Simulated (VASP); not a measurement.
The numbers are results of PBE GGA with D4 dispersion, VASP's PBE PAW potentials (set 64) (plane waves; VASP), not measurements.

VASP input:

File KPOINTS:
```
Automatic mesh
0
Gamma
6 6 4
0 0 0
```

**INCAR**
```
SYSTEM=MgI2
PREC=Accurate; ENCUT=520; LREAL=.FALSE.
LASPH=.TRUE.
EDIFF=1E-7; NELM=100; ALGO=Normal
LMAXMIX=4
ISMEAR=0; SIGMA=0.05
GGA=PE; IVDW=13
IBRION=2; NSW=30; ISIF=4
EDIFFG=-0.01
LWAVE=.FALSE.; LCHARG=.FALSE.
```

File POSCAR:
```
MgI2
1.0
  2.0644670707  -3.5757614378   0.0000000000
  2.0644670707   3.5757614378   0.0000000000
  0.0000000000   0.0000000000   6.8826116328
Mg I
1 2
Cart
  4.1289341414   0.0000000000   6.8826116328
  2.0644670707   1.1919228631   1.6742797768
  2.0644670707  -1.1919228631   5.2083318560
```

POTCAR, in this order: Mg I (PBE.64 set). Program: vasp_std.

**Question.** What will the output report for the number of irreducible k-points (NKPTS), largest plane-wave count, number of space-group operations, FFT grid (NGX, NGY, NGZ)?

**Answer.** 
| Property | Result |
|---|---|
| number of irreducible k-points (NKPTS) | 24 |
| largest plane-wave count | 2760 |
| number of space-group operations | 12 |
| FFT grid (NGX, NGY, NGZ) | 32 × 32 × 54 |

The compound is MgI2 in the 1T layered structure. This run relaxes it. Symmetry was kept, so distortions that lower it aren't found.
